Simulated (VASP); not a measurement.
# Ga2SnSe (I-42d) in VASP: relaxation of cell and atoms with PBE

Aim: the relaxation of cell and atoms of Ga2SnSe with PBE.

Program: VASP 6.6.1. These are calculated values, not measurements. Logs are shortened: lines on timing, memory, paths and dates and some standing lists are left out, and cuts for length are marked.

### Step 1. The structure

Symmetry: I-42d, No. 122, tetragonal system. Conventional cell: a = 5.620 Å, b = 5.620 Å, c = 11.240 Å, α = 90.00°, β = 90.00°, γ = 90.00°. Ga (site symmetry 2) has 2 Se at 2.37 Å and 2 Sn at 2.50 Å as nearest neighbours. Sn (site symmetry -4) is surrounded by 4 Ga at 2.50 Å. Se (site symmetry -4) has 4 Ga at 2.37 Å as nearest neighbours.

The cell was built by a generator and needn't be a form met in nature.

### Step 2. Relaxation of cell and atoms, PBE

INCAR reads:

```
PREC     = Normal         # precision mode
ENCUT    = 520            # plane-wave cutoff, eV
EDIFF    = 1E-4           # SCF threshold, eV
ISMEAR   = 0              # smearing method
SIGMA    = 0.15           # smearing width, eV
LREAL    = False          # projectors in reciprocal space
LASPH    = True           # aspherical terms in the spheres
NELM     = 60             # most SCF steps
ALGO     = Fast           # electronic algorithm
ISIF     = 3              # what is computed and relaxed
LWAVE    = False          # write WAVECAR
LCHARG   = False          # write CHGCAR
GGA      = PE             # functional
IBRION   = 2              # ionic algorithm
NSW      = 24             # ionic steps
EDIFFG   = -0.08          # ionic threshold
```

KPOINTS reads:

```
Automatic mesh
0
Gamma
  4 4 4
```

POSCAR reads:

```
Ga2SnSe
1.0
   -2.8100000000      2.8100000000      5.6200000000
    2.8100000000     -2.8100000000      5.6200000000
    2.8100000000      2.8100000000     -5.6200000000
Ga Sn Se
4 2 2
Direct
    0.1450000000      0.1250000000      0.5200000000
    0.6050000000      0.6250000000      0.4800000000
    0.8750000000      0.3950000000      0.0200000000
    0.3750000000      0.8550000000      0.9800000000
    0.0000000000      0.0000000000      0.0000000000
    0.7500000000      0.2500000000      0.5000000000
    0.5000000000      0.5000000000      0.0000000000
    0.2500000000      0.7500000000      0.5000000000
```

Potentials or basis: VASP PAW PBE potentials, release 64 (Ga_d, Sn_d, Se).

Command:

```sh
cat potpaw_PBE.64/Ga_d/POTCAR potpaw_PBE.64/Sn_d/POTCAR potpaw_PBE.64/Se/POTCAR > POTCAR
mpirun -np 1 vasp_std > vasp.out
```

OUTCAR:

```text
PREC = Normal
   ENCUT = 520
   EDIFF = 1E-4
   ISMEAR = 0
   LREAL = False
   LASPH = True
   NELM = 60
   ISIF = 3
   GGA = PE
   IBRION = 2
   NSW = 24
   EDIFFG = -0.08

 ion  position               nearest neighbor table
   1  0.145  0.125  0.520-   8 2.37   7 2.37   5 2.50   6 2.50
   2  0.605  0.625  0.480-   7 2.37   8 2.37   6 2.50   5 2.50
   3  0.875  0.395  0.020-   7 2.37   8 2.37   6 2.50   5 2.50
   4  0.375  0.855  0.980-   7 2.37   8 2.37   5 2.50   6 2.50
   5  0.000  0.000  0.000-   1 2.50   4 2.50   3 2.50   2 2.50
   6  0.750  0.250  0.500-   3 2.50   2 2.50   1 2.50   4 2.50
   7  0.500  0.500  0.000-   3 2.37   2 2.37   1 2.37   4 2.37
   8  0.250  0.750  0.500-   1 2.37   2 2.37   3 2.37   4 2.37

  LATTYP: Found a body centered tetragonal cell.
 ALAT       =     5.6200000000
 C/A-ratio  =     2.0000000000

  Lattice vectors:

 A1 = (  -2.8100000000,   2.8100000000,   5.6200000000)
 A2 = (   2.8100000000,  -2.8100000000,   5.6200000000)
 A3 = (   2.8100000000,   2.8100000000,  -5.6200000000)

Analysis of symmetry for initial positions (statically):
=====================================================================
 Subroutine PRICEL returns:
 Original cell was already a primitive cell.

 Routine SETGRP: Setting up the symmetry group for a
 body centered tetragonal supercell.

 Subroutine GETGRP returns: Found  8 space group operations
 (whereof  4 operations were pure point group operations)
 out of a pool of 16 trial point group operations.

The static configuration has the point symmetry S_4 .
 The point group associated with its full space group is D_2d.

Analysis of symmetry for dynamics (positions and initial velocities):
=====================================================================
 Subroutine PRICEL returns:
 Original cell was already a primitive cell.

 Routine SETGRP: Setting up the symmetry group for a
 body centered tetragonal supercell.

 Subroutine GETGRP returns: Found  8 space group operations
 (whereof  4 operations were pure point group operations)
 out of a pool of 16 trial point group operations.

The dynamic configuration has the point symmetry S_4 .
 The point group associated with its full space group is D_2d.

 Subroutine INISYM returns: Found  8 space group operations
 (whereof  4 operations are pure point group operations),
 and found     1 'primitive' translations

----------------------------------------------------------------------------------------

                                     Primitive cell

  volume of cell :     177.5043

  direct lattice vectors                    reciprocal lattice vectors
    -2.810000000  2.810000000  5.620000000     0.000000000  0.177935943  0.088967972
     2.810000000 -2.810000000  5.620000000     0.177935943  0.000000000  0.088967972
     2.810000000  2.810000000 -5.620000000     0.177935943  0.177935943  0.000000000
[... 76 lines left out ...]
   ISTART =      0    job   : 0-new  1-cont  2-samecut
   ICHARG =      2    charge: 1-file 2-atom 10-const
   ISPIN  =      1    spin polarized calculation?
   LNONCOLLINEAR =      F non collinear calculations
   LSORBIT =      F    spin-orbit coupling
   LASPH  =      T    aspherical Exc in radial PAW
   ENCUT  =  520.0 eV  38.22 Ry    6.18 a.u.  12.80 12.80 12.80*2*pi/ulx,y,z
   NELM   =     60;   NELMIN=  2; NELMDL= -5     # of ELM steps
   EDIFF  = 0.1E-03   stopping-criterion for ELM
   LREAL  =      F    real-space projection
   EDIFFG = -.8E-01   stopping-criterion for IOM
   NSW    =     24    number of steps for IOM
   IBRION =      2    ionic relax: 0-MD 1-quasi-New 2-CG
   NFREE  =      1    steps in history (QN), initial steepest desc. (CG)
   ISIF   =      3    stress and relaxation
   ISYM   =      2    0-nonsym 1-usesym 2-fastsym
   POTIM  = 0.5000    time-step for ionic-motion
   TEBEG  =    0.0;   TEEND  =   0.0 temperature during run
   PSTRESS=    0.0 pullay stress
   NELECT =      92.0000    total number of electrons
   NUPDOWN=      -1.0000    fix difference up-down
   EMIN   =  10.00;   EMAX   =-10.00  energy-range for DOS
   EFERMI =   0.00;   METHOD = LEGACY
   ISMEAR =     0;   SIGMA  =   0.15  broadening in eV -4-tet -1-fermi 0-gaus
   EFERMI_NEDOS =   21; number of points for ismear=-14 and -15
   IALGO  =     68    algorithm
   IMIX   =      4    mixing-type and parameters
     AMIX     =   0.40;   BMIX     =  1.00
     AMIX_MAG =   1.60;   BMIX_MAG =  1.00
  volume/ion in A,a.u.               =      22.19       149.73
  Fermi-wavevector in a.u.,A,eV,Ry     =   1.315026  2.485039 23.528478  1.729294
  Thomas-Fermi vector in A             =   2.445238
   LORBIT       =      0    0 simple, 1 ext, 2 COOP (PROOUT), +10 PAW based schemes
   GGA     = PE    functional components
   LHFCALC =     F    Hartree Fock is set to
   AEXX    =    0.0000 exact exchange contribution
   IVDW    =     0    specifies the selected vdW correction
   LEPSILON=     F    determine dielectric tensor
   LRPA    =     F    only Hartree local field effects (RPA)
 conjugate gradient relaxation of ions
 non-spin polarized calculation
 RMM-DIIS sequential band-by-band and
 Gauss-broadening in eV      SIGMA  =   0.15
  energy-cutoff  :      520.00
  volume of cell :      177.50
 maximum number of plane-waves:      4815
   NGX = 25   NGY = 25   NGZ = 25

--------------------------------------- Ionic step        1  -------------------------------------------

 number of electron      91.9999993 magnetization

 Free energy of the ion-electron system (eV)
  ---------------------------------------------------
  ext. energy  EPLUGINS =         0.00000000
  ---------------------------------------------------
  free energy    TOTEN  =       -25.99025694 eV

  energy without entropy =      -25.99025577  energy(sigma->0) =      -25.99025635

 E-fermi :   6.3432     XC(G=0): -10.0867

 val. band max:        5.9251783250   @ k =   0.0000   0.0000   0.0000
 cond. band min:       6.7747423203   @ k =   0.0000   0.0000   0.0000
 fundamental gap:      0.8495639953
 Fermi energy:         6.3431987037

 k-point     1 :       0.0000    0.0000    0.0000
  band No.  band energies     occupation
      1     -14.9776      2.00000
      2     -14.9776      2.00000
      3     -14.9743      2.00000
      4     -14.9632      2.00000
      5     -14.9551      2.00000
      6     -14.9551      2.00000
[... 994 lines left out ...]
--------------------------------------- Ionic step        7  -------------------------------------------

 number of electron      92.0000027 magnetization

 Free energy of the ion-electron system (eV)
  ---------------------------------------------------
  ext. energy  EPLUGINS =         0.00000000
  ---------------------------------------------------
  free energy    TOTEN  =       -28.09505067 eV

  energy without entropy =      -28.08996470  energy(sigma->0) =      -28.09250768

 E-fermi :   3.6095     XC(G=0):  -8.9499

 val. band max:        3.6011548847   @ k =   0.0000   0.0000   0.0000
 cond. band min:       4.0233235126   @ k =   0.5000   0.5000   0.0000
 fundamental gap:      0.4221686278
 Fermi energy:         3.6095288786

 k-point     1 :       0.0000    0.0000    0.0000
  band No.  band energies     occupation
      1     -17.2247      2.00000
      2     -17.2247      2.00000
      3     -17.2180      2.00000
      4     -17.2157      2.00000
      5     -17.2157      2.00000
      6     -17.2128      2.00000
[... 778 lines left out ...]
  FREE ENERGIE OF THE ION-ELECTRON SYSTEM (eV)
  ---------------------------------------------------
  free  energy   TOTEN  =       -28.0950506700 eV

  energy  without entropy=      -28.0899646998  energy(sigma->0) =      -28.09250768

 reached required accuracy - stopping structural energy minimisation
```

Run time: 9.8 min. Hardware: 1 thread of Intel Xeon Platinum 8259CL at 2.50GHz (Skylake/Cascade Lake), shared host; peak memory 0.32 GiB.

Results:

```yaml
Free_energy: -28.0951 eV
Relaxed_volume: 28.26 Å³/atom
Relaxed_cell: a = 7.478 Å, b = 7.478 Å, c = 7.478 Å, α = 132.04°, β = 132.04°, γ = 70.17°
Space_group_after_relaxing_to_0.05_Å: I-42d (No. 122)
Energy_gained_by_relaxing: 263.1 meV/atom
Ionic_steps: 7
Pressure_after_relaxing: 0.0 GPa
Largest_force_after_relaxing: 0.032 eV/Å
Band_gap_on_the_k_mesh: 0.16 eV, indirect (least direct gap 0.23 eV)
```

Forces in eV/Å, atoms in the order of the input:
```
Ga   0.000  0.032  0.000
Ga   0.000 -0.032  0.000
Ga   0.032  0.000  0.000
Ga  -0.032  0.000  0.000
Sn   0.000  0.000  0.000
Sn   0.000  0.000  0.000
Se   0.000  0.000  0.000
Se   0.000  0.000  0.000
```

Step by step:
```
step  energy change (eV)  largest force (eV/Å)  pressure (GPa)  volume (Å³)
   1              0.0000                0.5479           16.50       177.50
   2             -1.8994                0.3937           -2.52       242.91
   3             -2.0383                0.4832           -0.02       225.27
   4             -2.0385                0.4472           -0.34       226.31
   5             -2.0727                0.2999           -0.17       226.24
   6             -2.0904                0.1779           -0.01       226.19
   7             -2.1048                0.0322            0.04       226.08
```

Final structure:
```
CELL_PARAMETERS angstrom
-3.03922 3.03922 6.11904
3.03922 -3.03922 6.11904
3.03922 3.03922 -6.11904
ATOMIC_POSITIONS crystal
Ga 0.12987 0.12500 0.50487
Ga 0.62013 0.62500 0.49513
Ga 0.87500 0.37987 0.00487
Ga 0.37500 0.87013 0.99513
Sn 0.00000 0.00000 0.00000
Sn 0.75000 0.25000 0.50000
Se 0.50000 0.50000 0.00000
Se 0.25000 0.75000 0.50000
```

Caveat: the volume moved by over 15 % at a fixed basis, so the end points are rough; spin-orbit coupling is left out, which moves the levels of the heavy elements; the relaxation stopped at a loose force limit of 0.08 eV/Å, so its end isn't a converged minimum. A k mesh can miss the band edges.
